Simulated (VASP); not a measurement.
Output of a VASP run:

### OSZICAR
```
       N       E                     dE             d eps       ncg     rms          rms(c)
DAV:   1     0.578879682055E+03    0.57888E+03   -0.32552E+04  3372   0.124E+03
DAV:   2    -0.497356304870E+02   -0.62862E+03   -0.61740E+03  3487   0.381E+02
DAV:   3    -0.103801136016E+03   -0.54066E+02   -0.53395E+02  4407   0.912E+01
DAV:   4    -0.109174794299E+03   -0.53737E+01   -0.53623E+01  4936   0.250E+01
DAV:   5    -0.109558955814E+03   -0.38416E+00   -0.38411E+00  4432   0.537E+00    0.410E+01
DAV:   6    -0.990702911341E+02    0.10489E+02   -0.42071E+01  3339   0.255E+01    0.165E+01
DAV:   7    -0.997076300472E+02   -0.63734E+00   -0.17265E+01  4581   0.157E+01    0.536E+00
DAV:   8    -0.994305857361E+02    0.27704E+00   -0.17588E+01  4130   0.120E+01    0.387E+00
DAV:   9    -0.990890974743E+02    0.34149E+00   -0.14298E+01  4157   0.939E+00    0.277E+00
DAV:  10    -0.988671729111E+02    0.22192E+00   -0.24119E+00  3976   0.562E+00    0.123E+00
DAV:  11    -0.988403599572E+02    0.26813E-01   -0.27908E-01  3810   0.226E+00    0.412E-01
DAV:  12    -0.988365272647E+02    0.38327E-02   -0.33746E-02  3848   0.708E-01    0.212E-01
DAV:  13    -0.988366583791E+02   -0.13111E-03   -0.42733E-03  3976   0.261E-01    0.133E-01
DAV:  14    -0.988369207349E+02   -0.26236E-03   -0.10198E-03  3736   0.153E-01    0.434E-02
DAV:  15    -0.988372529572E+02   -0.33222E-03   -0.22065E-04  3680   0.673E-02    0.317E-02
DAV:  16    -0.988379547625E+02   -0.70181E-03   -0.64454E-04  3360   0.660E-02    0.235E-02
DAV:  17    -0.988382812828E+02   -0.32652E-03   -0.23731E-04  3512   0.474E-02    0.142E-02
DAV:  18    -0.988385289112E+02   -0.24763E-03   -0.99599E-05  2904   0.376E-02    0.816E-03
DAV:  19    -0.988386408185E+02   -0.11191E-03   -0.34373E-05  2725   0.215E-02    0.478E-03
DAV:  20    -0.988387228185E+02   -0.82000E-04   -0.62403E-06  2640   0.868E-03    0.248E-03
DAV:  21    -0.988387370708E+02   -0.14252E-04   -0.83015E-06  2380   0.769E-03    0.197E-03
DAV:  22    -0.988387794737E+02   -0.42403E-04   -0.15884E-06  2298   0.346E-03    0.120E-03
DAV:  23    -0.988388088166E+02   -0.29343E-04   -0.14373E-06  2402   0.319E-03    0.803E-04
DAV:  24    -0.988388275439E+02   -0.18727E-04   -0.10378E-06  2265   0.259E-03    0.586E-04
DAV:  25    -0.988388366783E+02   -0.91344E-05   -0.56695E-07  2188   0.175E-03    0.219E-04
DAV:  26    -0.988388387375E+02   -0.20593E-05   -0.73346E-08  1714   0.793E-04    0.269E-04
DAV:  27    -0.988388395825E+02   -0.84498E-06   -0.44920E-08  1705   0.496E-04
   1 F= -.98838840E+02 E0= -.98838207E+02  d E =-.189847E-02
```

OUTCAR:
```
------------------------ aborting loop because EDIFF is reached ----------------------------------------
  FORCE on cell =-STRESS in cart. coord.  units (eV):
  Direction    XX          YY          ZZ          XY          YZ          ZX
  --------------------------------------------------------------------------------------
  Total       -7.2992783    -10.6163646     -4.5308635     -0.0085439      0.0850968      0.1924222
  in kB      -39.8846775    -58.0098828    -24.7575201     -0.0466854      0.4649854      1.0514322
  external PRESSURE =     -40.8840268 kB  Pullay stress =       0.0000000 kB
  volume of cell :      293.21
      direct lattice vectors                 reciprocal lattice vectors
     3.167520000  0.000000000  0.000000000     0.315704400  0.000000000  0.000000000
     0.000000000  3.552390000  0.000000000     0.000000000  0.281500624  0.000000000
     0.000000000  0.000000000 26.058200000     0.000000000  0.000000000  0.038375636
 POSITION                                       TOTAL-FORCE (eV/Angst)
 -----------------------------------------------------------------------------------
      2.38734      0.01102      8.91110        -0.173407     -0.148378     -1.606590
      0.77383      0.00859     11.64692         0.346539     -0.093266      0.344585
      2.36610      0.00280     14.41112         0.223270     -0.141237     -0.501603
      0.77785      3.54440     17.16657         0.059866      0.189584      1.375530
      0.79002      1.76832      9.83963         0.045598      0.184833     -0.485022
      0.78817      1.75385      8.00427         0.047092      0.102457      1.771660
      2.38647      1.77194     12.54887        -0.111607      0.092436      0.390839
      2.37440      1.80087     10.73569        -0.035708     -0.227874     -0.023561
      0.80594      1.76162     15.31896        -0.471397      0.157085     -0.037339
      0.81399      1.75736     13.46107        -0.304577      0.200713      0.213279
      2.40402      1.78172     18.07616        -0.183314     -0.028003     -1.847447
      2.33699      1.79946     16.22845         0.557645     -0.288350      0.405668
 -----------------------------------------------------------------------------------
    total drift:                                0.000026     -0.000059      0.000056
  FREE ENERGIE OF THE ION-ELECTRON SYSTEM (eV)
  ---------------------------------------------------
  free  energy   TOTEN  =       -98.8388395825 eV

  energy  without entropy=      -98.8369411095  energy(sigma->0) =      -98.83820676
```
(Selected blocks of OUTCAR.)

File POSCAR:
```
ZrB2
1
    3.1675200000     0.0000000000     0.0000000000
    0.0000000000     3.5523900000     0.0000000000
    0.0000000000     0.0000000000    26.0582000000
Zr B
4 8
Direct
  0.7536940000   0.0031020000   0.3419690000
  0.2443030000   0.0024190000   0.4469580000
  0.7469880000   0.0007870000   0.5530360000
  0.2455710000  -0.0022490000   0.6587780000
  0.2494120000   0.4977820000   0.3776020000
  0.2488300000   0.4937110000   0.3071690000
  0.7534180000   0.4988030000   0.4815710000
  0.7496070000   0.5069450000   0.4119890000
  0.2544400000   0.4958980000   0.5878750000
  0.2569800000   0.4946970000   0.5165770000
  0.7589600000   0.5015550000   0.6936840000
  0.7377980000   0.5065490000   0.6227770000
```

### Question
Reconstruct the remaining input files.

### Answer
This is not unique; one that fits is the input of the run itself, PBEsol GGA, plane waves, VASP's PBE PAW potentials (set 64).

### KPOINTS
```
Automatic mesh
0
Gamma
8 8 1
0 0 0
```

### INCAR
```
# general
SYSTEM  = ZrB2
PREC    = Accurate
ENCUT   = 400
LREAL   = .FALSE.
LASPH   = .TRUE.

# electronic loop
EDIFF   = 1E-6
NELM    = 100
ALGO    = Normal
LMAXMIX = 4

# smearing
ISMEAR  = 1
SIGMA   = 0.05

# functional
GGA     = PS

# ions
ISIF    = 2

# output
LWAVE   = .FALSE.
LCHARG  = .FALSE.
```

POTCAR, in this order: Zr_sv B (PBE.64 set). Program: vasp_std.

At this cut-off the stress carries a Pulay error, which pulls relaxed volumes low. The cell holds a wide vacuum, so values per volume refer to the whole cell.

The cell is a sheet with vacuum, built from a database entry that may be metastable or hypothetical.
